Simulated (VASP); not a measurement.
Data:

```
CELL_PARAMETERS angstrom
      1.77000    -3.06573     0.00000
      1.77000     3.06573     0.00000
      0.00000     0.00000     5.55000
ATOMIC_POSITIONS crystal
  Tm 0.33333 0.66667 0.25000
  Tm 0.66667 0.33333 0.75000
```

Level of theory: optB88-vdW, VASP's PBE PAW potentials (set 64) (plane waves; VASP). Numerical set-up: 520 eV cut-off, 11×11×6 Γ-centred mesh, first-order Methfessel-Paxton smearing of 0.10 eV, potentials Tm_3.

The 4f electrons are frozen in the core of the lanthanide potential, so 4f levels, which can set the real gap, and their magnetism are missing. Energy and stress use the plane-wave basis of the starting cell.

### Question
The ions, cell shape and volume are relaxed. Predict the relaxed structure.

### Answer

```
CELL_PARAMETERS angstrom
      1.76472    -3.05659     0.00000
      1.76472     3.05659     0.00000
      0.00000     0.00000     5.44091
ATOMIC_POSITIONS crystal
  Tm 0.33333 0.66667 0.25000
  Tm 0.66667 0.33333 0.75000
```
Space group P6_3/mmc (194), at a tolerance of 0.03 Å.

### Question
How do energy and volume change from the first to the last step?

### Answer
The energy (σ→0) changes by -4.0 meV/atom and the volume by -2.5 %, in 6 ionic steps.

The compound is Tm in the hcp structure. This run relaxes it. Symmetry was kept, so distortions that lower it aren't found.
